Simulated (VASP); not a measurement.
NaCl:

```
CELL_PARAMETERS angstrom
0.00000 2.81000 2.81000
2.81000 0.00000 2.81000
2.81000 2.81000 0.00000
ATOMIC_POSITIONS crystal
Na 0.00000 0.00000 0.00000
Cl 0.50000 0.50000 0.50000
```

| Property | Result |
| --- | --- |
| Program | VASP 6.6.1 |
| Task | relaxation of cell and atoms |
| Functional | PBE |
| Potentials or basis | VASP PAW PBE potentials, release 64 (Na_pv, Cl) |
| Cutoff | 600 eV |
| k mesh | 8 × 8 × 8 |
| Occupations | gaussian, width 0.03 eV |
| Spin | no spin polarisation |

At the start: pressure 1.1 GPa; volume 22.19 Å³/atom.

**Question.** Where does the relaxation end?

**Answer.** Over 3 steps the energy falls by 2.9 meV/atom and the volume is 23.14 Å³/atom (+4.3 %); space group Fm-3m (No. 225, to 0.05 Å).

Step by step:
| step | energy change (eV) | largest force (eV/Å) | pressure (GPa) | volume (Å³) |
| --- | --- | --- | --- | --- |
| 1 | 0.0000 | 0.0000 | 1.05 | 44.38 |
| 2 | -0.0045 | 0.0000 | 0.52 | 45.32 |
| 3 | -0.0058 | 0.0000 | 0.00 | 46.28 |

Final structure:
```
Na Cl
1.0
     0.00000    2.84956    2.84956
     2.84956    0.00000    2.84956
     2.84956    2.84956    0.00000
Na Cl
1 1
Direct
  0.00000 0.00000 0.00000
  0.50000 0.50000 0.50000
```
